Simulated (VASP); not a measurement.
Output of a VASP run:

OSZICAR:
```
       N       E                     dE             d eps       ncg     rms          rms(c)
DAV:   1     0.587928598124E+02    0.58793E+02   -0.73299E+03  1588   0.141E+03
DAV:   2    -0.171714971368E+02   -0.75964E+02   -0.71535E+02  1812   0.337E+02
DAV:   3    -0.218431854332E+02   -0.46717E+01   -0.42818E+01  2448   0.578E+01
DAV:   4    -0.219692028050E+02   -0.12602E+00   -0.12546E+00  2380   0.724E+00
DAV:   5    -0.219703696480E+02   -0.11668E-02   -0.11660E-02  2074   0.605E-01    0.307E+01
DAV:   6    -0.211287620495E+02    0.84161E+00   -0.20003E+00  2545   0.109E+01    0.213E+01
DAV:   7    -0.211589515306E+02   -0.30189E-01   -0.88377E-01  2586   0.739E+00    0.445E+00
DAV:   8    -0.211202847111E+02    0.38667E-01   -0.37348E-01  2559   0.484E+00    0.602E-01
DAV:   9    -0.211149163210E+02    0.53684E-02   -0.24660E-02  2542   0.133E+00    0.143E-01
DAV:  10    -0.211149300292E+02   -0.13708E-04   -0.57632E-04  1953   0.209E-01    0.156E-01
DAV:  11    -0.211149270146E+02    0.30146E-05   -0.18263E-05  2447   0.555E-02    0.217E-02
DAV:  12    -0.211149268672E+02    0.14743E-06   -0.24467E-06  2556   0.136E-02    0.450E-03
DAV:  13    -0.211149270072E+02   -0.14000E-06   -0.85978E-08  1267   0.340E-03    0.128E-03
DAV:  14    -0.211149269856E+02    0.21637E-07   -0.48828E-08  1151   0.294E-03
   1 F= -.20692111E+02 E0= -.20691931E+02  d E =-.206921E+02
       N       E                     dE             d eps       ncg     rms          rms(c)
DAV:   1    -0.211178179144E+02   -0.28909E-02   -0.28299E-01  1637   0.789E+00    0.127E+00
DAV:   2    -0.211103319434E+02    0.74860E-02   -0.14308E-02  1913   0.169E+00    0.694E-01
DAV:   3    -0.211069805526E+02    0.33514E-02   -0.91384E-03  2373   0.137E+00    0.343E-01
DAV:   4    -0.211069290209E+02    0.51532E-04   -0.23324E-04  1871   0.154E-01    0.237E-01
DAV:   5    -0.211069182109E+02    0.10810E-04   -0.18841E-04  2389   0.914E-02    0.387E-02
DAV:   6    -0.211069196757E+02   -0.14648E-05   -0.97882E-06  2531   0.313E-02    0.382E-03
DAV:   7    -0.211069193281E+02    0.34762E-06   -0.81165E-07  2115   0.109E-02    0.575E-03
DAV:   8    -0.211069191390E+02    0.18910E-06   -0.95343E-08  1103   0.429E-03    0.790E-04
DAV:   9    -0.211069191301E+02    0.89277E-08   -0.53685E-08  1080   0.225E-03
   2 F= -.20692342E+02 E0= -.20692156E+02  d E =-.230534E-03
       N       E                     dE             d eps       ncg     rms          rms(c)
DAV:   1    -0.211152846475E+02   -0.83655E-02   -0.65817E-02  1640   0.379E+00    0.617E-01
DAV:   2    -0.211135338656E+02    0.17508E-02   -0.33762E-03  1923   0.824E-01    0.339E-01
DAV:   3    -0.211127502558E+02    0.78361E-03   -0.21410E-03  2378   0.661E-01    0.166E-01
DAV:   4    -0.211127359279E+02    0.14328E-04   -0.57706E-05  1854   0.761E-02    0.110E-01
DAV:   5    -0.211127317112E+02    0.42167E-05   -0.39785E-05  2435   0.424E-02    0.192E-02
DAV:   6    -0.211127315716E+02    0.13959E-06   -0.20160E-06  2520   0.143E-02    0.184E-03
DAV:   7    -0.211127314825E+02    0.89122E-07   -0.15538E-07  1503   0.501E-03
   3 F= -.20694187E+02 E0= -.20694004E+02  d E =-.207573E-02
```

File OUTCAR:
```
------------------------ aborting loop because EDIFF is reached ----------------------------------------
  FORCE on cell =-STRESS in cart. coord.  units (eV):
  Direction    XX          YY          ZZ          XY          YZ          ZX
  --------------------------------------------------------------------------------------
  Total        0.4192153      0.4192153      0.4232045     -0.0000000      0.0000000      0.0000000
  in kB       20.0320573     20.0320550     20.2226779     -0.0000000      0.0000000      0.0000000
  external PRESSURE =       0.0955967 kB  Pullay stress =      20.0000000 kB
  volume of cell :       33.53
      direct lattice vectors                 reciprocal lattice vectors
     3.226062704 -0.000000000 -0.000000000     0.309975376  0.178964377 -0.000000000
    -1.613031352  2.793852097  0.000000000     0.000000000  0.357928754 -0.000000000
    -0.000000000  0.000000000  3.720025716     0.000000000  0.000000000  0.268815346
 POSITION                                       TOTAL-FORCE (eV/Angst)
 -----------------------------------------------------------------------------------
     -0.00000      0.00000      0.00000        -0.000000      0.000000     -0.000000
     -0.00000      1.86257      1.86001        -0.000000     -0.000000      0.000000
      1.61303      0.93128      1.86001         0.000000      0.000000     -0.000000
 -----------------------------------------------------------------------------------
    total drift:                               -0.000000      0.000000      0.000000
  FREE ENERGIE OF THE ION-ELECTRON SYSTEM (eV)
  ---------------------------------------------------
  free  energy   TOTEN  =       -21.1127314825 eV

  energy  without entropy=      -21.1121830429  energy(sigma->0) =      -21.11254867
  enthalpy is  TOTEN    =       -20.6941870481 eV   P V=        0.4185444344

 reached required accuracy - stopping structural energy minimisation
```
(Selected blocks of OUTCAR.)

POSCAR:
```
TmB2
1
    3.2373019419     0.0000000000     0.0000000000
   -1.6186509710     2.8035855621     0.0000000000
    0.0000000000     0.0000000000     3.7319398451
Tm B
1 2
Direct
  0.0000000000   0.0000000000   0.0000000000
  0.3333330000   0.6666670000   0.5000000000
  0.6666670000   0.3333330000   0.5000000000
```

Reconstruct the remaining input files.

This is not unique; one that fits is the input of the run itself, PBEsol GGA, plane waves, VASP's PBE PAW potentials (set 64).

INCAR:
```
# general
SYSTEM  = TmB2
PREC    = Accurate
ENCUT   = 600
LREAL   = .False.   # projection in real space or not
LASPH   = .True.   # aspherical one-centre terms

# electronic loop
EDIFF   = 1E-7   # SCF stop (eV)
NELM    = 100   # most electronic steps
ALGO    = Normal   # blocked Davidson
LMAXMIX = 6   # l cut-off of mixed one-centre charges

# smearing
ISMEAR  = 1   # Methfessel-Paxton
SIGMA   = 0.1   # width (eV)

# functional
GGA     = PS   # PBEsol

# ions
IBRION  = 2   # conjugate gradients
NSW     = 40
ISIF    = 3
EDIFFG  = -0.01   # ionic stop
PSTRESS = 20   # kbar

# output
LWAVE   = .False.
LCHARG  = .False.
```

### KPOINTS
```
Automatic
0
Gamma
  10 10 8
```

POTCAR, in this order: Tm_3 B (PBE.64 set). Program: vasp_std.

The 4f electrons are frozen in the core of the lanthanide potential, so 4f levels, which can set the real gap, and their magnetism are missing.

The structure comes from a computed database's TmB2 entry (P6/mmm); how it stands against other phases isn't given here. This run relaxes it under an external pressure of 2 GPa. Symmetry was kept, so distortions that lower it aren't found. The electron count is odd and the run is not spin-polarised, which forces a metal.
